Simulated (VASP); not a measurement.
Crystal: BeP.

```
Be P
1.0
     0.00000    3.24725    0.00000
     3.24725    0.00000    0.00000
     1.62362    1.62362   -2.52719
Be P
1 1
Direct
  0.00000 0.00000 0.00000
  0.42800 0.42800 0.14400
```

The cell was built by a generator and needn't be a form met in nature.

Base run:

```yaml
Program: VASP 6.6.1
Functional: revPBE
Potentials_or_basis: VASP PAW PBE potentials, release 64 (Be, P)
Cutoff: 520 eV
k_mesh: 7 × 7 × 7
Occupations: fermi-dirac, width 0.1 eV
Spin: no spin polarisation
```

Its results: band gap on the k mesh none (metal or under the smearing width); pressure -2.7 GPa; largest force 0.177 eV/Å.

**Question.** The run is repeated on the same cell with these changes: functional from revPBE to r2SCAN. What comes out?

**Answer.** Band gap on the k mesh none (metal or under the smearing width); pressure -3.7 GPa; largest force 0.062 eV/Å.

Caveats: the PAW data sets were made with another functional, which shifts forces and pressure a little.

Not every run made on this cell is shown here.
